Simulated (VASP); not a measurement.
Runs of VASP 6.6.1 on Sb. Symmetry: R-3m, No. 166, trigonal system. Conventional cell: a = 4.308 Å, b = 4.308 Å, c = 11.274 Å, α = 90.00°, β = 90.00°, γ = 120.00°. Around Sb (site symmetry 3m) lie 3 Sb at 2.91 Å. 

```csv
k mesh,cutoff (eV),gap on the mesh (eV),pressure (GPa),largest force (eV/Å)
6 × 6 × 6,520,none,0.3,0.10
6 × 6 × 6,700,none,0.3,0.10
9 × 9 × 9,520,0.08,0.2,(a)
6 × 6 × 6,600,none,0.3,0.10
12 × 12 × 12,520,none,0.2,0.24
6 × 6 × 6,300,none,0.3,0.10
6 × 6 × 6,350,none,0.3,0.10
```

Alike in all rows: task single point; level PBE+D3(BJ); potentials or basis VASP PAW PBE potentials, release 64 (Sb); no spin polarisation; cell as given; smearing gaussian 0.02 eV.

Q: Estimate the missing entries.

A: (a) 0.21.

Caveats: pairwise dispersion overbinds metals, which lowers pressure and volume (some runs); spin-orbit coupling is left out, which moves the levels of the heavy elements (some runs); an odd mesh through Γ misses points on the zone boundary, where band edges often lie (some runs).

A k mesh can miss the band edges, and the runs leave out spin-orbit coupling on Sb.

A gap of «none» marks a metal or a gap under the smearing width.
